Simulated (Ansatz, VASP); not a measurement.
## InSe (InSe monolayer (from P-6m2)): VASP beside Ansatz

Aim: how closely do two programs agree when they are given the same cell, functional and k mesh? Of the first pair: The structure shown is the start of the Ansatz relaxation below; VASP solves that cell, so the two are compared at the walk's first step.

Main program and level: Ansatz 0.2.0; plane waves, with VASP 6.6.1 beside it; single point at PBEsol with D3(BJ).

## Step 1: Set-up

The cell holds 4 atoms: 2 In and 2 Se. Cell: a = 4.047 Å, b = 4.047 Å, c = 34.416 Å, α = 90.0°, β = 90.0°, γ = 120.0°. Vacuum lies along c. The height across the vacuum is the one that the program set for its solve, not the one typed.

## Step 2: Ansatz: relaxation, PBEsol with D3(BJ)

Ansatz runs on its default PAW (the set named soft_2) files.

The two programs are compared at the cell with which this relaxation starts, whose forces are those of its first step.

File input.yaml:

```yaml
crystal:
  lattice:
    - [4.047329, 0.0, 0.0]
    - [-2.023665, 3.50509, 0.0]
    - [0.0, 0.0, 29.307875]
  atoms:
    - { symbol: In, position: [0.0, 0.0, 0.5476703] }
    - { symbol: In, position: [0.0, 0.0, 0.4523297] }
    - { symbol: Se, position: [0.6666667, 0.3333333, 0.5905537] }
    - { symbol: Se, position: [0.6666667, 0.3333333, 0.4094463] }
  periodic: [true, true, false]
basis:
  ecutwfc: 420
  xc_grid: 2
hamiltonian:
  xc: pbesol
  dispersion: d3bj
kpoints:
  mp_grid: { grid: [9, 9, 1] }
scf:
  occupations: { method: fermi_dirac, width: 0.02 }
  max_iter: 60
relax:
  f_tol: 0.005
  max_steps: 60
  cell: {}
output:
  forces: true
checkpoint:
  write: "../cell.run"
  compress: false
  write_wavefunctions: false
  write_every: 100000
```

Launch:

```sh
ansatz run input.yaml --threads 8 --pin off --max-ram 15073MiB --backend cpu --events-out ev --progress --plain --runs-dir out
```

Numbers of over 12 decimals in the logs are rounded to 6 here.

What it wrote:

```text
Warning: crystal.periodic: the lattice vector that does not repeat stood 0.000° off the slab's normal, 29.308 Å along it as the deck builds it. The run solves the slab on a vector along the normal, 34.416 Å long, with every atom where it was (on the deck's vector they left 24.00 Å outside them, and the widest stretch free of ions among them is 2.79 Å). A fractional position that the run reports is one of the run's ce [...]
crystal.periodic: the lattice vector that does not repeat stood 0.000° off the slab's normal, 29.308 Å along it as the deck builds it. The run solves the slab on a vector along the normal, 34.416 Å long, with every atom where it was (on the deck's vector they left 24.00 Å outside them, and the widest stretch free of ions among them is 2.79 Å). A fractional position that the run reports is one of the run's cell, which [...]
Engine: ansatz 0.2.0, aarch64-unknown-linux-gnu
Pseudopotentials: kind: paw
Pseudopotential: In, paw, valence charge 13, recommended cutoff 420 eV (normal), In.paw.azcp
Pseudopotential: Se, paw, valence charge 16, recommended cutoff 420 eV (normal), Se.paw.azcp
Functional definition: PBEsol
  exchange = pbesol_x
  correlation = pbesol_c
Crystal: 4 atoms, lattice volume = 488.230 Å³
Basis set: ecut = 420 eV, 9547 PW (Γ), exchange–correlation on 60×60×480 points (8 copies of the dense FFT grid, shifted against one another)
Bands: 35, of which v1, the nominal top of the filled ones, is band 29 counted from 1 (28 counted from 0)
Symmetry: 12 space group operations
Space group: P-6m2 (ITA 187), of the structure as read, at distance tolerance 7.9e-5 Å
k-points: 12 of 81 (time reversal used)
Non-local potential: In, projectors of the file, l = 0: 2, l = 1: 2, l = 2: 2, l = 3: 2
Non-local potential: Se, projectors of the file, l = 0: 2, l = 1: 2, l = 2: 3, l = 3: 1
PAW form: soft (Blöchl's): semilocal exchange-correlation on the pseudo side does not see the compensation charge
PAW frozen core: In, regenerated for the run's functional, and the local potential with it (the file was generated under x = pbe(κ = 0.804, μ = 0.219515), c = pbe(β = 0.066725))
PAW frozen core: Se, regenerated for the run's functional, and the local potential with it (the file was generated under x = pbe(κ = 0.804, μ = 0.219515), c = pbe(β = 0.066725))
PAW one-centre angular grid: In, 590 points (default); XC on 64 Gauss nodes
PAW one-centre angular grid: Se, 590 points (default); XC on 64 Gauss nodes
Initial density: superposition of atomic densities (neutral atoms: chi_scale 0, normalization atom), corrected by the library's trained network
Initial wavefunctions: pseudopotential atomic-orbital guess
Functional: x = pbesol(κ = 0.804, μ = 0.123457), c = pbesol(β = 0.046)
[...]
SCF iter   3: F=—  HF=-21901.939990 eV  |F-HF|=—  |Δ(HF+E_count)|=   8.00e-4  Δρ=5.41e-4  dr2=1.39e-3  ethr=1.03e-5  ⟨swp⟩=3.3  Hψ=802  notcnv=0
SCF iter   4: F=—  HF=-21901.939881 eV  |F-HF|=—  |Δ(HF+E_count)|=   1.08e-4  Δρ=2.54e-4  dr2=2.31e-4  ethr=2.39e-6  ⟨swp⟩=1.9  Hψ=551  notcnv=0
SCF iter   5: F=—  HF=-21901.939907 eV  |F-HF|=—  |Δ(HF+E_count)|=   2.56e-5  Δρ=5.97e-5  dr2=1.29e-5  ethr=3.98e-7  ⟨swp⟩=2.4  Hψ=686  notcnv=0
SCF iter   6: F=-21901.939909 eV  HF=-21901.939909 eV  |F-HF|=1.43e-7  |Δ(HF+E_count)|=   2.61e-6  Δρ=8.81e-6  dr2=3.39e-7  ethr=6.90e-10  ⟨swp⟩=5.5  Hψ=2380  notcnv=0
SCF 3 converged in 6 iterations: F = -21901.939909 eV  dr2 = 3.39e-7
relax step   3: F+E_penalty+E_count = -21901.93990927 eV  Δ(F+E_penalty+E_count) = -2.827e-2 eV  max|allowed force component| = 8.112e-2 eV/Å  Δτ_max = 0.0756 Å  P = -0.238 N/m  Ω = 465.403 Å³  energy of the carried Pulay correction = +9.842e-4 eV  fix = [c, alpha, beta]  reactions: c -0.000 N/m  (6 SCF iters, dr2 threshold 4.00e-7 eV, accepted)
[...]
relax step   4: F+E_penalty+E_count = -21901.94059928 eV  Δ(F+E_penalty+E_count) = -6.900e-4 eV  max|allowed force component| = 5.331e-2 eV/Å  Δτ_max = 0.0152 Å  P = +0.069 N/m  Ω = 465.467 Å³  energy of the carried Pulay correction = +9.813e-4 eV  fix = [c, alpha, beta]  reactions: c +0.000 N/m  (5 SCF iters, dr2 threshold 4.00e-7 eV, accepted)
[...]
relax step   5: F+E_penalty+E_count = -21901.94085738 eV  Δ(F+E_penalty+E_count) = -2.581e-4 eV  max|allowed force component| = 1.565e-3 eV/Å  Δτ_max = 0.0049 Å  P = -0.003 N/m  Ω = 465.074 Å³  energy of the carried Pulay correction = +9.990e-4 eV  fix = [c, alpha, beta]  reactions: c -0.000 N/m  (5 SCF iters, dr2 threshold 1.78e-7 eV, accepted)
[...]
relax step   6: F+E_penalty+E_count = -21901.93986797 eV  Δ(F+E_penalty+E_count) = +9.894e-4 eV  max|allowed force component| = 1.736e-3 eV/Å  Δτ_max = 0.0000 Å  P = -0.004 N/m  Ω = 465.074 Å³  fix = [c, alpha, beta]  reactions: c -0.000 N/m  stress off target by 4.00e-3 N/m on what of the cell is left free  SCF on the basis re-selected at this cell (its energy is not comparable with the rows above)  (8 SCF iters)
basis re-selected at this cell: Δ(F+E_penalty+E_count) = +9.894e-4 eV, ΔP = -0.001 N/m vs the last step (what re-selecting the basis moved, of the pressure what is left beyond the Pulay correction that the steps carried, after the strain that the cell walked since its last selection, with what the two solves' SCF thresholds leave and, on support functions, any second-order correction that the steps lacked; it is no measure of the basis error at this ecutwfc). The dense FFT grid was sized anew with the basis: this SCF ran on 27×27×240 points, the steps before it on 30×30×240, so part of this shift can come from that change (see relax.cell in the input reference). [rest of the remark cut]
SCF converged after 8 iterations
Free energy (F): -21901.939868 eV
Harris-Foulkes:  -21901.939868 eV  (|F-HF|=1.46e-11)
Internal energy: -21901.939868 eV  (E = F + TS)
E sigma→0 (E₀):  -21901.939868 eV
Fermi energy:    -5.113054 eV
--- Per-component energies (eV) ---
  E_band       = -1636.992645
  E_kinetic    = 724.241810
  E_local      = -143584.152174  (includes V_loc(G=0)·N_el)
  E_nonlocal   = -448.542169
  E_hartree    = 71118.665827
  E_xc         = -633.234711
  E_vxc        = -395.399098  (∫ρ·V_xc dr)
  E_paw        = -11904.108208  (= ΣΔE_a)
  E_vpaw       = -170.471476  (= ΣTr[D̂ρ^β])
  E_aug_tail   = -0.001146  (compensation charges beyond the density's cutoff)
  E_ewald      = 62823.536054
  E_disp       = -0.833857  (pairwise vdW)
  E_core_change = 2.488706  (= ΣΔE_core)
  E_smearing   = -0.000000  (= −TS)
  E_closure    = -0.000000  (closes the sum)
  Σ components = -21901.939868   (vs F -21901.939868, Δ=0.00e0)
--- Forces (eV/Å), atoms counted from 1 ---
  atom   1  In    -0.00000000     0.00000000    -0.00173642
  atom   2  In    -0.00000000     0.00000000     0.00173642
  atom   3  Se    -0.00000000    -0.00000000    -0.00003026
  atom   4  Se    -0.00000000    -0.00000000     0.00003026
  max |Σ_I F_I| component: 2.31e-17 eV/Å
--- 2D stress c σ (N/m, compression-positive) ---
       -0.004004      -0.000000      -0.000000
        0.000000      -0.004004       0.000000
        0.000000       0.000000       0.000000
  P = ½ c Tr σ = -0.0040 N/m
--- Relaxed structure (5 steps of the walk, 5 accepted, 1 SCFs on fresh bases) ---
  F+E_penalty+E_count = -21901.93986797 eV   max|allowed force component| = 1.736e-3 eV/Å   (the final SCF, on the basis selected at the relaxed cell)
  cell:  # Å, volume = 465.0737 Å³
    - [3.950181, 2.8174604441790386e-7, 0.0]
    - [-1.975091, 3.420957, 0.0]
    - [0.0, 0.0, 34.41574608155]
  atoms:
    - { symbol: In, position: [-7.401487051415874e-17, 3.700743525707937e-17, 0.465795] }
    - { symbol: In, position: [-7.401487051415874e-17, 3.700743525707937e-17, 0.385788] }
    - { symbol: Se, position: [0.666667, 0.333333, 0.503583] }
    - { symbol: Se, position: [0.666667, 0.333333, 0.348001] }
```

In the SCF lines HF is the Harris–Foulkes energy and dr2 the Hartree energy of the density residual, in eV; the loop may stop once dr2 is under the threshold and the program's other checks hold. Hψ counts applications of the Hamiltonian.

## Step 3: VASP: single point, PBEsol with D3(BJ), start cell, pair 1

The same cell, functional, mesh and smearing now go to VASP, with its own data sets.

Lines of VASP's logs that name or quote its potential files are left out, and so is its time.

File INCAR:

```
SYSTEM = InSe
PREC = Accurate
ENCUT = 400
EDIFF = 1E-06
NELM = 120
ISMEAR = -1
SIGMA = 0.02
LREAL = .FALSE.
ALGO = Normal
GGA = PS
IVDW = 12
NBANDS = 25
LORBIT = 11
LWAVE = .FALSE.
LCHARG = .FALSE.
ISIF = 2
LDIPOL = .TRUE.
IDIPOL = 3
DIPOL = 0.5 0.5 0.426
LVHAR = .TRUE.
LASPH = .TRUE.
GGA_COMPAT = .FALSE.
EFERMI = MIDGAP
NELMDL = -8
```

File POSCAR:

```
InSe
1.0
    4.0473290000      0.0000000000      0.0000000000
   -2.0236650000      3.5050900000      0.0000000000
    0.0000000000      0.0000000000     34.4157460000
In Se
2 2
Direct
    0.0000000000      0.0000000000      0.4663868974
    0.0000000000      0.0000000000      0.3851964156
    0.6666665368      0.3333332382      0.5029056758
    0.6666665368      0.3333332382      0.3486776373
```

File KPOINTS:

```
Automatic mesh
0
Gamma
9 9 1
0 0 0
```

The projector-augmented-wave data sets are In_d and Se (PBE family, release 64).

Launch:

```sh
mpirun -np 1 vasp_std
```

What it wrote:

```text
[banner, memory and clock lines left out]
running    1 mpi-ranks, on    1 nodes
 distrk:  each k-point on    1 cores,    1 groups
 distr:  one band on    1 cores,    1 groups

 POSCAR found type information on POSCAR InSe
 POSCAR found :  2 types and       4 ions
|                                                                             |
|               ----> ADVICE to this user running VASP <----                  |
|                                                                             |
|     You enforced a specific xc type in the INCAR file but a different       |
|     [... a line on the potential file left out ...]
|     I HOPE YOU KNOW WHAT YOU ARE DOING!                                     |
|                                                                             |

 LDA part: xc-table for (Slater+PW92), standard interpolation
 POSCAR, INCAR and KPOINTS ok, starting setup
 FFT: planning ... GRIDC
 FFT: planning ... GRID_SOFT
 FFT: planning ... GRID
 WAVECAR not read
 entering main loop
       N       E                     dE             d eps       ncg     rms          rms(c)
DAV:   1     0.250657136839E+03    0.25066E+03   -0.13444E+04   744   0.943E+02
DAV:   2     0.119508187576E+02   -0.23871E+03   -0.23487E+03   728   0.267E+02
DAV:   3    -0.153425470813E+02   -0.27293E+02   -0.27141E+02   804   0.109E+02
DAV:   4    -0.160098868947E+02   -0.66734E+00   -0.66663E+00   718   0.223E+01
DAV:   5    -0.160345358080E+02   -0.24649E-01   -0.24646E-01   982   0.357E+00
DAV:   6    -0.160350906876E+02   -0.55488E-03   -0.55487E-03   928   0.465E-01
DAV:   7    -0.160350976137E+02   -0.69261E-05   -0.69260E-05   919   0.452E-02
DAV:   8    -0.160350978309E+02   -0.21723E-06   -0.21729E-06   704   0.778E-03    0.628E+00
DAV:   9    -0.155860871949E+02    0.44901E+00   -0.97815E-01   802   0.167E+01    0.381E+00
DAV:  10    -0.155531566534E+02    0.32931E-01   -0.45161E-01   862   0.541E+00    0.802E-01
DAV:  11    -0.155477079955E+02    0.54487E-02   -0.47198E-02   926   0.268E+00    0.540E-01
DAV:  12    -0.155479045471E+02   -0.19655E-03   -0.64681E-03   684   0.408E-01    0.112E-01
DAV:  13    -0.155478272685E+02    0.77279E-04   -0.47470E-04   959   0.242E-01    0.632E-02
DAV:  14    -0.155478007238E+02    0.26545E-04   -0.27391E-04   718   0.871E-02    0.202E-02
[...]
DAV:  18    -0.155479602915E+02   -0.56351E-04   -0.96955E-06   546   0.128E-02    0.237E-03
DAV:  19    -0.155479918301E+02   -0.31539E-04   -0.23981E-06   566   0.620E-03    0.214E-03
DAV:  20    -0.155480177713E+02   -0.25941E-04   -0.60521E-07   520   0.317E-03    0.112E-03
DAV:  21    -0.155480322668E+02   -0.14496E-04   -0.41018E-07   528   0.384E-03    0.106E-03
DAV:  22    -0.155480362623E+02   -0.39955E-05   -0.51286E-08   486   0.211E-03    0.523E-04
DAV:  23    -0.155480408251E+02   -0.45628E-05   -0.19149E-07   468   0.132E-03    0.351E-04
DAV:  24    -0.155480424562E+02   -0.16311E-05   -0.39606E-08   465   0.117E-03    0.189E-04
DAV:  25    -0.155480431583E+02   -0.70207E-06   -0.11388E-08   434   0.515E-04
   1 F= -.16343727E+02 E0= -.16343727E+02  d E =-.103770E-15
```

From OUTCAR (step 3):

```text
ion  position               nearest neighbor table
   1  0.000  0.000  0.466-   3 2.65   3 2.65   3 2.65   2 2.79
   2  0.000  0.000  0.385-   4 2.65   4 2.65   4 2.65   1 2.79
   3  0.667  0.333  0.503-   1 2.65   1 2.65   1 2.65
   4  0.667  0.333  0.349-   2 2.65   2 2.65   2 2.65

  LATTYP: Found a hexagonal cell.
 ALAT       =     4.0473290000
 C/A-ratio  =     8.5033230558

 Subroutine GETGRP returns: Found 12 space group operations
 (whereof  6 operations were pure point group operations)

The static configuration has the point symmetry C_3v.
 The point group associated with its full space group is D_3h.

 Found     12 irreducible k-points:

   k-points           NKPTS =     12   k-points in BZ     NKDIM =     12   number of bands    NBANDS=     25

   dimension x,y,z NGX =    28 NGY =   28 NGZ =  224
   dimension x,y,z NGXF=    56 NGYF=   56 NGZF=  448

   ENCUT  =  400.0 eV  29.40 Ry    5.42 a.u.   6.60  6.60 56.12*2*pi/ulx,y,z

   NELECT =      38.0000    total number of electrons

 k-points in reciprocal lattice and weights: Automatic mesh
   0.00000000  0.00000000  0.00000000       0.012
   0.11111111  0.00000000  0.00000000       0.074
   0.22222222  0.00000000  0.00000000       0.074
   0.33333333 -0.00000000  0.00000000       0.074
   0.44444444  0.00000000  0.00000000       0.074
   0.11111111  0.11111111  0.00000000       0.074
   0.22222222  0.11111111  0.00000000       0.148
   0.33333333  0.11111111  0.00000000       0.148
   0.44444444  0.11111111  0.00000000       0.074
   0.22222222  0.22222222  0.00000000       0.074
   0.33333333  0.22222222  0.00000000       0.148
   0.33333333  0.33333333  0.00000000       0.025

 dipolmoment           0.000000      0.000000      0.000007 electrons x Angstroem

 average (electrostatic) potential at core
       1-104.0092       2-104.0092       3 -61.0110       4 -61.0110

 E-fermi :  -3.0238

 k-point     1 :       0.0000    0.0000    0.0000
  band No.  band energies     occupation
    ...
     15      -4.3483      2.00000
     16      -4.3483      2.00000
     17      -4.2696      2.00000
     18      -4.2696      2.00000
     19      -3.8006      2.00000
     20      -2.3171      0.00000
     21      -1.1591      0.00000
     22       1.1525      0.00000
     23       1.1525      0.00000
     24       1.8680      0.00000
    ...

 k-point     2 :       0.1111    0.0000    0.0000
  band No.  band energies     occupation
    ...
     15      -5.0154      2.00000
     16      -4.8842      2.00000
     17      -4.4988      2.00000
     18      -4.4024      2.00000
     19      -3.7304      2.00000
     20      -1.7165      0.00000
     21      -0.5662      0.00000
     22       0.5614      0.00000
     23       1.2855      0.00000
     24       1.7617      0.00000
    ...

 k-point     3 :       0.2222    0.0000    0.0000
  band No.  band energies     occupation
    ...
     15      -5.9911      2.00000
     16      -5.4809      2.00000
     17      -4.8391      2.00000
     18      -4.7063      2.00000
     19      -3.7697      2.00000
     20      -1.1329      0.00000
     21      -0.7819      0.00000
     22       0.8343      0.00000
     23       1.1375      0.00000
     24       1.4831      0.00000
    ...

 Edisp (eV)   -0.79568

  Total      -1.55817    -1.55817    -0.69514     0.00000     0.00000     0.00000
  in kB      -5.11330    -5.11330    -2.28118     0.00000     0.00000     0.00000
  external pressure =       -4.17 kB  Pullay stress =        0.00 kB

  energy-cutoff  :      400.00
  volume of cell :      488.23
      direct lattice vectors                 reciprocal lattice vectors
     4.047329000  0.000000000  0.000000000     0.247076529  0.142649725  0.000000000
    -2.023665000  3.505090000  0.000000000     0.000000000  0.285299379  0.000000000
     0.000000000  0.000000000 34.415746000     0.000000000  0.000000000  0.029056467

 POSITION                                       TOTAL-FORCE (eV/Angst)
 -----------------------------------------------------------------------------------
      0.00000      0.00000     16.05105        -0.000000     -0.000000     -0.125601
      0.00000      0.00000     13.25682         0.000000     -0.000000      0.125601
      2.02366      1.16836     17.30787         0.000000      0.000000     -0.055740
      2.02366      1.16836     12.00000        -0.000000      0.000000      0.055740
 -----------------------------------------------------------------------------------
    total drift:                                0.000214      0.000218      0.000010

  FREE ENERGIE OF THE ION-ELECTRON SYSTEM (eV)
  ---------------------------------------------------
  free  energy   TOTEN  =       -16.3437273607 eV

  energy  without entropy=      -16.3437273607  energy(sigma->0) =      -16.34372736

 vacuum level on the upper side and lower side of the slab         2.210         2.210

 total charge
# of ion       s       p       d       tot
------------------------------------------
    1        0.857   0.664   9.884  11.404
    2        0.857   0.664   9.884  11.404
    3        1.471   2.326   0.021   3.818
    4        1.471   2.326   0.021   3.818
--------------------------------------------------
tot          4.658   5.978  19.809  30.445

[... 3 further parts left out ...]
```

## Step 4: Side by side

Known differences besides the potentials themselves: Ansatz cuts the interaction across the vacuum, VASP repeats the sheet with a dipole correction; the data sets hold 58 valence electrons in Ansatz (on its default PAW (the set named soft_2) files) and 38 in VASP; the cutoff is 420 eV in Ansatz and 400 eV in VASP; Ansatz makes its cores anew for this functional, VASP keeps those of its PBE data sets. Total energies have different zeros and are not compared.

Forces (eV/Å; atoms numbered as in POSCAR):

```csv
atom,"Ansatz x, y, z","VASP x, y, z"
In1,"0.000, 0.000, -0.107","0.000, 0.000, -0.126"
In2,"0.000, 0.000, 0.107","0.000, 0.000, 0.126"
Se3,"0.000, 0.000, -0.076","0.000, 0.000, -0.056"
Se4,"0.000, 0.000, 0.076","0.000, 0.000, 0.056"
```

The forces differ by 11 meV/Å r.m.s., which is 20.0 % of the r.m.s. force of 0.056 eV/Å (both taken over all components). With vacuum in the cell, a pressure given here is an average over mostly empty space and none of the material.

(Continued in part 2 of 2.)

[Lines on the potential files, build, host, timing and source positions are cut from VASP's logs without a mark.]

[Logs are printed without paths, hosts, clocks, repeated set-up lines and the standing remarks that a program may print on its own settings, such as how far it seeks lower states.]

[Hosts, paths, dates, database ids (printed as entryN), source tags and the programs' standing remarks are cut or masked in the printed files.]
